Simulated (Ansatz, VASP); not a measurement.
## PIr: VASP beside Ansatz

```
Ir P
1.0
     0.00000    2.46480    2.46480
     2.46480    0.00000    2.46480
     2.46480    2.46480    0.00000
Ir P
1 1
Direct
  0.00000 0.00000 0.00000
  0.50000 0.50000 0.50000
```

Alike in both runs: functional PBE; k mesh 13 × 13 × 13; occupations fermi-dirac, width 0.05 eV; no spin polarisation.

Ansatz relaxed the structure, and its values are those at the end. VASP's run is a single point on that final structure, the one shown.

```csv
,VASP,Ansatz
version,VASP 6.6.1,Ansatz 0.2.0
potentials or method,"VASP PAW PBE potentials, release 64 (Ir, P)","PAW with Ansatz's default frozen-core files, scalar-relativistic"
plane-wave cutoff (eV),520,420
valence electrons in the cell,14,22
```

```tsv
	VASP	Ansatz	Ansatz less VASP
pressure (GPa)	0.4	0.0	-0.42
```

With one functional, cell and mesh, what is left measures potentials, basis and numerics. The two sets of potentials don't hold the same shells in valence.

Spin-orbit coupling is left out, which matters for the levels of Ir.
